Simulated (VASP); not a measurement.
Output of a VASP run:

**OSZICAR**
```
       N       E                     dE             d eps       ncg     rms          rms(c)
DAV:   1     0.209302805866E+02    0.20930E+02   -0.47272E+03  7188   0.141E+03
DAV:   2    -0.693700756504E+01   -0.27867E+02   -0.26797E+02  7106   0.164E+02
DAV:   3    -0.734279201264E+01   -0.40578E+00   -0.40489E+00  8153   0.260E+01
DAV:   4    -0.734639770161E+01   -0.36057E-02   -0.36053E-02  7980   0.213E+00
DAV:   5    -0.734648329227E+01   -0.85591E-04   -0.85590E-04  8138   0.279E-01    0.111E+01
DAV:   6    -0.648546453178E+01    0.86102E+00   -0.18551E+01  7360   0.711E+01    0.579E+00
DAV:   7    -0.615926156184E+01    0.32620E+00   -0.28369E+00  7405   0.262E+01    0.202E+00
DAV:   8    -0.614038839915E+01    0.18873E-01   -0.25324E-02 10168   0.186E+00    0.962E-01
DAV:   9    -0.613774450655E+01    0.26439E-02   -0.15976E-03 10346   0.372E-01    0.276E-01
DAV:  10    -0.613706800494E+01    0.67650E-03   -0.54980E-04  9868   0.187E-01    0.304E-02
DAV:  11    -0.613705842114E+01    0.95838E-05   -0.19923E-05  8885   0.517E-02    0.296E-02
DAV:  12    -0.613705992926E+01   -0.15081E-05   -0.23023E-06  4261   0.151E-02    0.663E-03
DAV:  13    -0.613706027326E+01   -0.34401E-06   -0.58335E-07  3601   0.825E-03
   1 F= -.61370603E+01 E0= -.61371510E+01  d E =-.613706E+01  mag=     0.6113
```

### OUTCAR
```
------------------------ aborting loop because EDIFF is reached ----------------------------------------
  FORCE on cell =-STRESS in cart. coord.  units (eV):
  Direction    XX          YY          ZZ          XY          YZ          ZX
  --------------------------------------------------------------------------------------
  Total       -0.0020553     -0.0020553     -0.0020553      0.0000000      0.0000000     -0.0000000
  in kB       -0.3175096     -0.3175096     -0.3175096      0.0000000      0.0000000     -0.0000000
  external PRESSURE =      -0.3175096 kB  Pullay stress =       0.0000000 kB
  volume of cell :       10.37
      direct lattice vectors                 reciprocal lattice vectors
     0.000000000  1.730890735  1.730890735    -0.288868610  0.288868610  0.288868610
     1.730890735  0.000000000  1.730890735     0.288868610 -0.288868610  0.288868610
     1.730890735  1.730890735  0.000000000     0.288868610  0.288868610 -0.288868610
 POSITION                                       TOTAL-FORCE (eV/Angst)
 -----------------------------------------------------------------------------------
      0.00000      0.00000      0.00000         0.000000      0.000000     -0.000000
 -----------------------------------------------------------------------------------
    total drift:                                0.000000     -0.000000     -0.000000
  FREE ENERGIE OF THE ION-ELECTRON SYSTEM (eV)
  ---------------------------------------------------
  free  energy   TOTEN  =        -6.1370602733 eV

  energy  without entropy=       -6.1373324261  energy(sigma->0) =       -6.13715099

 total charge

# of ion       s       p       d       tot
------------------------------------------
    1        0.521   0.547   8.335   9.403

 magnetization (x)

# of ion       s       p       d       tot
------------------------------------------
    1       -0.006  -0.024   0.647   0.617

 reached required accuracy - stopping structural energy minimisation
```
(Selected blocks of OUTCAR.)

POSCAR:
```
Ni
1
   -0.0000000000     1.7308907349     1.7308907349
    1.7308907349     0.0000000000     1.7308907349
    1.7308907349     1.7308907349     0.0000000000
Ni
1
Direct
  0.0000000000   0.0000000000   0.0000000000
```

Q: Reconstruct the remaining input files.

A: One answer among several that fit: the input of the run itself, PBEsol GGA, plane waves, VASP's PBE PAW potentials (set 64).

KPOINTS:
```
K-points
0
gamma
  18 18 18
0 0 0
```

### INCAR
```
LORBIT=10
NELM=100
ISPIN=2
LASPH=.True.   ! aspherical one-centre terms
NSW=40
ENCUT=500   ! plane-wave cut-off (eV)
GGA=PS   ! PBEsol
EDIFFG=-0.02   ! ionic stop
LREAL=.False.   ! projection in real space or not
IBRION=2
EDIFF=1E-6   ! SCF stop (eV)
LWAVE=.False.
LCHARG=.False.
SYSTEM=Ni
ALGO=Normal   ! blocked Davidson
ISMEAR=1
LMAXMIX=4   ! l cut-off of mixed one-centre charges
ISIF=3   ! ions, shape and volume
SIGMA=0.1   ! width (eV)
PREC=Accurate
MAGMOM=0.6
```

POTCAR, in this order: Ni (PBE.64 set). Program: vasp_std.

The compound is Ni in the fcc structure. It was relaxed first.
